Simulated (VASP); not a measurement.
Output of a VASP run:

OSZICAR:
```
       N       E                     dE             d eps       ncg     rms          rms(c)
DAV:   1    -0.218212836455E+01   -0.21821E+01   -0.12520E+03   290   0.347E+02
DAV:   2    -0.374467547842E+01   -0.15625E+01   -0.12760E+01   380   0.272E+01
DAV:   3    -0.377096743142E+01   -0.26292E-01   -0.25968E-01   375   0.338E+00
DAV:   4    -0.377140860084E+01   -0.44117E-03   -0.44114E-03   425   0.414E-01
DAV:   5    -0.377141101056E+01   -0.24097E-05   -0.24094E-05   370   0.246E-02    0.978E-01
DAV:   6    -0.375764861885E+01    0.13762E-01   -0.14972E-03   375   0.284E-01    0.608E-01
DAV:   7    -0.374756026556E+01    0.10088E-01   -0.46509E-03   370   0.492E-01    0.245E-02
DAV:   8    -0.374756311373E+01   -0.28482E-05   -0.13070E-05   380   0.362E-02    0.655E-03
DAV:   9    -0.374756382236E+01   -0.70863E-06   -0.21951E-07   385   0.400E-03    0.497E-04
DAV:  10    -0.374756362572E+01    0.19664E-06   -0.11742E-09   345   0.345E-04    0.202E-04
DAV:  11    -0.374756355303E+01    0.72691E-07   -0.36832E-10   235   0.159E-04    0.918E-06
DAV:  12    -0.374756355904E+01   -0.60136E-08   -0.21331E-11   200   0.560E-05
   1 F= -.37475636E+01 E0= -.37413953E+01  d E =-.123365E-01
```

### OUTCAR
```
------------------------ aborting loop because EDIFF is reached ----------------------------------------
  FORCE on cell =-STRESS in cart. coord.  units (eV):
  Direction    XX          YY          ZZ          XY          YZ          ZX
  --------------------------------------------------------------------------------------
  Total        0.2891826      0.2891826      0.2891826      0.0000000     -0.0000000      0.0000000
  in kB       29.0607150     29.0607150     29.0607150      0.0000000     -0.0000000      0.0000000
  external PRESSURE =      29.0607150 kB  Pullay stress =       0.0000000 kB
  volume of cell :       15.94
      direct lattice vectors                 reciprocal lattice vectors
     0.000000000  1.997632000  1.997632000    -0.250296351  0.250296351  0.250296351
     1.997632000  0.000000000  1.997632000     0.250296351 -0.250296351  0.250296351
     1.997632000  1.997632000  0.000000000     0.250296351  0.250296351 -0.250296351
 POSITION                                       TOTAL-FORCE (eV/Angst)
 -----------------------------------------------------------------------------------
      0.00000      0.00000      0.00000         0.000000      0.000000      0.000000
 -----------------------------------------------------------------------------------
    total drift:                               -0.000000      0.000000     -0.000000
  FREE ENERGIE OF THE ION-ELECTRON SYSTEM (eV)
  ---------------------------------------------------
  free  energy   TOTEN  =        -3.7475635590 eV

  energy  without entropy=       -3.7352271032  energy(sigma->0) =       -3.74139533
```
(Selected blocks of OUTCAR.)

**POSCAR**
```
Al
1
    0.0000000000     1.9976320000     1.9976320000
    1.9976320000     0.0000000000     1.9976320000
    1.9976320000     1.9976320000     0.0000000000
Al
1
Direct
  0.0000000000   0.0000000000   0.0000000000
```

### Question
Write an INCAR and KPOINTS that could have produced this output.

### Answer
Several could match; the one computed here: the input of the run itself, PBE GGA, plane waves, VASP's PBE PAW potentials (set 64).

KPOINTS:
```
Regular mesh
0
G
 8 8 8
```

### INCAR
```
SYSTEM=Al
PREC=Normal; ENCUT=350; LREAL=.FALSE.
LASPH=.TRUE.
EDIFF=1E-8; NELM=100; ALGO=Normal
ISMEAR=-1; SIGMA=0.1
GGA=PE
LWAVE=.TRUE.; LCHARG=.FALSE.
```

POTCAR, in this order: Al_GW (PBE.64 set). Program: vasp_std.

The compound is Al in the fcc structure. This cell is one point of a volume scan, at 0.96 of the reference volume. The k-mesh is coarse (spacing up to 0.34 per Å, 2π included), so the numbers may not be converged in it.
